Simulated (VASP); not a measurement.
These are PBE GGA with D3 dispersion (Becke-Johnson damping), VASP's PBE PAW potentials (set 64) (plane waves; VASP 6.6.1) values and carry that method's errors.

Input for VASP

**INCAR**
```
SYSTEM=Pt3Ti
LREAL=.FALSE.
EDIFF=1E-7   # SCF stop (eV)
LWAVE=.FALSE.
LORBIT=11
ICHARG=11   # fixed density
ISMEAR=0
GGA=PE
SIGMA=0.05
ENCUT=520
ALGO=Normal
NELM=100   # most electronic steps
LASPH=.TRUE.   # aspherical one-centre terms
PREC=Accurate
LMAXMIX=6   # l cut-off of mixed one-centre charges
LCHARG=.FALSE.
IVDW=12
```

KPOINTS:
```
k-points along high-symmetry lines
15
Line-mode
Reciprocal
  0.000000   0.000000   0.000000 ! GAMMA
  0.000000   0.500000   0.000000 ! X

  0.000000   0.500000   0.000000 ! X
  0.500000   0.500000   0.000000 ! M

  0.500000   0.500000   0.000000 ! M
  0.000000   0.000000   0.000000 ! GAMMA

  0.000000   0.000000   0.000000 ! GAMMA
  0.500000   0.500000   0.500000 ! R

  0.500000   0.500000   0.500000 ! R
  0.000000   0.500000   0.000000 ! X

  0.500000   0.500000   0.500000 ! R
  0.500000   0.500000   0.000000 ! M
```

**POSCAR**
```
Pt3Ti
7.8047310
  0.5000000084   0.0000000000   0.0000000000
  0.0000000000   0.5000000084   0.0000000000
  0.0000000000   0.0000000000   0.5000000084
Ti Pt
1 3
Direct
  0.0000000000   0.0000000000   0.0000000000
  0.0000000000   0.5000000000   0.5000000000
  0.5000000000   0.0000000000   0.5000000000
  0.5000000000   0.5000000000   0.0000000000
```

POTCAR, in this order: Ti_sv Pt (PBE.64 set). Program: vasp_std. Read from the step before: CHGCAR.

Output of the run:

**OSZICAR**
```
       N       E                     dE             d eps       ncg     rms          rms(c)
DAV:   1     0.380390106933E+03    0.38039E+03   -0.21821E+04  4500   0.184E+03
DAV:   2     0.427837659858E+01   -0.37611E+03   -0.36855E+03  4994   0.453E+02
DAV:   3    -0.260542973338E+02   -0.30333E+02   -0.29024E+02  6979   0.108E+02
DAV:   4    -0.270874593489E+02   -0.10332E+01   -0.10058E+01  5359   0.200E+01
DAV:   5    -0.271282822904E+02   -0.40823E-01   -0.40581E-01  6473   0.368E+00
DAV:   6    -0.271290913874E+02   -0.80910E-03   -0.80851E-03  5859   0.458E-01
DAV:   7    -0.271291163537E+02   -0.24966E-04   -0.24959E-04  6618   0.624E-02
DAV:   8    -0.271291167278E+02   -0.37410E-06   -0.37215E-06  5672   0.702E-03
DAV:   9    -0.271291167478E+02   -0.20018E-07   -0.20925E-07  4117   0.103E-03
   1 F= -.30194131E+02 E0= -.30189461E+02  d E =-.934011E-02
```

**OUTCAR**
```
 val. band max:       11.8234411683   @ k =   0.0357   0.0357   0.0000

 cond. band min:      11.8248553915   @ k =   0.5000   0.5000   0.4286



 k-point     1 :       0.0000    0.0000    0.0000
  band No.  band energies     occupation
      1     -46.4192      2.00000
      2     -22.6359      2.00000
      3     -22.6359      2.00000
      4     -22.6359      2.00000
      5       1.6107      2.00000
      6       4.4123      2.00000
      7       4.7698      2.00000
      8       4.7698      2.00000
      9       5.0809      2.00000
     10       5.0809      2.00000
     11       5.0809      2.00000
     12       8.1863      2.00000
     13       8.1863      2.00000
     14       8.1863      2.00000
     15      10.1167      2.00000
     16      10.1167      2.00000
     17      11.2672      2.00000
     18      11.8431      0.59254
     19      11.8431      0.59254
     20      11.8431      0.59254
     21      13.1709      0.00000
     22      13.1709      0.00000
     23      13.3866      0.00000
     24      13.3866      0.00000
     25      13.3866      0.00000

 k-point     2 :       0.0000    0.0357    0.0000
  band No.  band energies     occupation
      1     -46.4191      2.00000
      2     -22.6362      2.00000
      3     -22.6359      2.00000
      4     -22.6359      2.00000
      5       1.6277      2.00000
      6       4.4232      2.00000
      7       4.7761      2.00000
      8       4.7841      2.00000
      9       5.0871      2.00000
     10       5.0913      2.00000
     11       5.0913      2.00000
     12       8.1757      2.00000
     13       8.1916      2.00000
     14       8.1916      2.00000
     15      10.1019      2.00000
     16      10.1190      2.00000
     17      11.2517      2.00000
     18      11.7497      1.96490
     19      11.7497      1.96490
     20      11.8431      0.59171
     21      13.0939      0.00000
     22      13.1625      0.00000
     23      13.3134      0.00000
     24      13.3134      0.00000
...
```

The density is held fixed in this step, so its total energy and stress have no physical meaning. Unless said otherwise, spin-orbit coupling is left out, though it shifts the bands of the heavy elements here.

The compound is Pt3Ti in the L1_2 structure. It was relaxed first.
